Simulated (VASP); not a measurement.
OSZICAR of a VASP run on BN (hex):

**OSZICAR**
```
       N       E                     dE             d eps       ncg     rms          rms(c)
DAV:   1     0.647489159889E+02    0.64749E+02   -0.97425E+03  1008   0.149E+03
DAV:   2    -0.420370671564E+02   -0.10679E+03   -0.96691E+02  1488   0.320E+02
DAV:   3    -0.463709323289E+02   -0.43339E+01   -0.43047E+01  1304   0.666E+01
DAV:   4    -0.464099261434E+02   -0.38994E-01   -0.38968E-01  1212   0.644E+00
DAV:   5    -0.464104001218E+02   -0.47398E-03   -0.47390E-03  1280   0.692E-01    0.111E+01
DAV:   6    -0.399762525882E+02    0.64341E+01   -0.60668E+00  1156   0.218E+01    0.587E+00
DAV:   7    -0.379782836588E+02    0.19980E+01   -0.71879E-01  1224   0.970E+00    0.291E+00
DAV:   8    -0.402257142911E+02   -0.22474E+01   -0.17512E+00  1152   0.128E+01    0.202E+00
DAV:   9    -0.387617801137E+02    0.14639E+01   -0.54290E-01  1020   0.897E+00    0.251E-01
DAV:  10    -0.384268782688E+02    0.33490E+00   -0.11312E-01  1168   0.378E+00    0.194E-01
DAV:  11    -0.384159008314E+02    0.10977E-01   -0.66797E-03  1184   0.100E+00    0.198E-01
DAV:  12    -0.382744637283E+02    0.14144E+00   -0.40227E-02  1012   0.237E+00    0.138E-01
DAV:  13    -0.384416995127E+02   -0.16724E+00   -0.37970E-02  1016   0.213E+00    0.674E-02
DAV:  14    -0.384493078733E+02   -0.76084E-02   -0.14076E-03  1184   0.522E-01    0.198E-02
DAV:  15    -0.384498141387E+02   -0.50627E-03   -0.41267E-04  1028   0.291E-01    0.991E-03
DAV:  16    -0.384499133587E+02   -0.99220E-04   -0.26973E-05  1200   0.742E-02    0.619E-03
DAV:  17    -0.384499412616E+02   -0.27903E-04   -0.73992E-06  1092   0.338E-02    0.250E-03
DAV:  18    -0.384499463106E+02   -0.50490E-05   -0.22494E-06  1100   0.229E-02    0.169E-03
DAV:  19    -0.384499462603E+02    0.50319E-07   -0.30965E-07   748   0.748E-03
   1 F= -.36520253E+02 E0= -.36520253E+02  d E =-.365203E+02
```

Which electronic solver shows in the log?

It is blocked Davidson (ALGO = Normal, or the opening steps of other solvers). The INCAR had ALGO = Normal.

Can the final energy be trusted as converged?

The calculation finished and met its thresholds. It stopped with EDIFF = 1E-6, NELM = 100, NSW = 40 and EDIFFG = -0.02 after 1 ionic step (r2SCAN meta-GGA, plane waves, VASP's PBE PAW potentials (set 64)).

The compound is BN in the hex structure. It was relaxed first under an external pressure of 10 GPa.
